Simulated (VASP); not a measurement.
Output of a VASP run:

**OSZICAR**
```
       N       E                     dE             d eps       ncg     rms          rms(c)
DAV:   1     0.127326804532E+03    0.12733E+03   -0.11063E+04  7320   0.147E+03
DAV:   2    -0.226864762393E+02   -0.15001E+03   -0.14792E+03  8391   0.366E+02
DAV:   3    -0.267229777411E+02   -0.40365E+01   -0.39506E+01  9532   0.518E+01
DAV:   4    -0.267478717426E+02   -0.24894E-01   -0.24874E-01  8433   0.480E+00
DAV:   5    -0.267481495253E+02   -0.27778E-03   -0.27777E-03  9693   0.499E-01    0.347E+01
DAV:   6    -0.261022662276E+02    0.64588E+00   -0.26301E+00  8874   0.136E+01    0.142E+01
DAV:   7    -0.259946710675E+02    0.10760E+00   -0.13116E-01  8279   0.263E+00    0.480E+00
DAV:   8    -0.259787419340E+02    0.15929E-01   -0.20283E-02  9518   0.120E+00    0.304E-01
DAV:   9    -0.259782275543E+02    0.51438E-03   -0.74687E-04  8615   0.257E-01    0.166E-01
DAV:  10    -0.259781196093E+02    0.10795E-03   -0.19333E-04  9273   0.139E-01    0.508E-02
DAV:  11    -0.259781178078E+02    0.18015E-05   -0.18740E-05  8965   0.346E-02    0.148E-02
DAV:  12    -0.259781181034E+02   -0.29556E-06   -0.47286E-07  5061   0.609E-03
   1 F= -.16202235E+02 E0= -.16202091E+02  d E =-.162022E+02
```

OUTCAR:
```
------------------------ aborting loop because EDIFF is reached ----------------------------------------
  FORCE on cell =-STRESS in cart. coord.  units (eV):
  Direction    XX          YY          ZZ          XY          YZ          ZX
  --------------------------------------------------------------------------------------
  Total        9.7590330      9.7590330      9.7223550      0.0000000     -0.0000000      0.0000000
  in kB      449.2243518    449.2243518    447.5360030      0.0000000     -0.0000000      0.0000000
  external PRESSURE =      -1.3384312 kB  Pullay stress =     450.0000000 kB
  volume of cell :       34.81
      direct lattice vectors                 reciprocal lattice vectors
    -1.521832852  1.521832852  3.757164219     0.000000000  0.328551194  0.133079091
     1.521832852 -1.521832852  3.757164219     0.328551194  0.000000000  0.133079091
     1.521832852  1.521832852 -3.757164219     0.328551194  0.328551194  0.000000000
 POSITION                                       TOTAL-FORCE (eV/Angst)
 -----------------------------------------------------------------------------------
      0.00000      0.00000      5.01610        -0.000000     -0.000000      0.011393
      0.00000      0.00000      2.49823         0.000000      0.000000     -0.011393
      0.00000      0.00000      0.00000         0.000000      0.000000     -0.000000
 -----------------------------------------------------------------------------------
    total drift:                                0.000000     -0.000000     -0.000000
  FREE ENERGIE OF THE ION-ELECTRON SYSTEM (eV)
  ---------------------------------------------------
  free  energy   TOTEN  =       -25.9781181034 eV

  energy  without entropy=      -25.9776871689  energy(sigma->0) =      -25.97797446
  enthalpy is  TOTEN    =       -16.2022347588 eV   P V=        9.7758833446

 reached required accuracy - stopping structural energy minimisation
```
(Selected blocks of OUTCAR.)

POSCAR:
```
WSi2
1
   -1.5218328519     1.5218328519     3.7571642195
    1.5218328519    -1.5218328519     3.7571642195
    1.5218328519     1.5218328519    -3.7571642195
Si W
2 1
Direct
  0.6675375259   0.6675375259   0.0000000000
  0.3324624741   0.3324624741   0.0000000000
  0.0000000000   0.0000000000   0.0000000000
```

Q: Write an INCAR and KPOINTS that could have produced this output.

A: Several could match; the one computed here: the input of the run itself, PBEsol GGA, plane waves, VASP's PBE PAW potentials (set 64).

INCAR:
```
SYSTEM = WSi2
PREC = Accurate
ENCUT = 500
EDIFF = 1E-6
NELM = 100
ALGO = Normal
LREAL = .FALSE.
LASPH = .TRUE.
ISMEAR = 1
SIGMA = 0.1
GGA = PS
LMAXMIX = 6
LWAVE = .FALSE.
LCHARG = .FALSE.
IBRION = 2
ISIF = 3
NSW = 40
EDIFFG = -0.02
PSTRESS = 450
```

KPOINTS:
```
Automatic
0
G
14 14 14
```

POTCAR, in this order: Si W_sv (PBE.64 set). Program: vasp_std.

The compound is WSi2 in the MoSi2 type structure. It was relaxed first under an external pressure of 45 GPa.
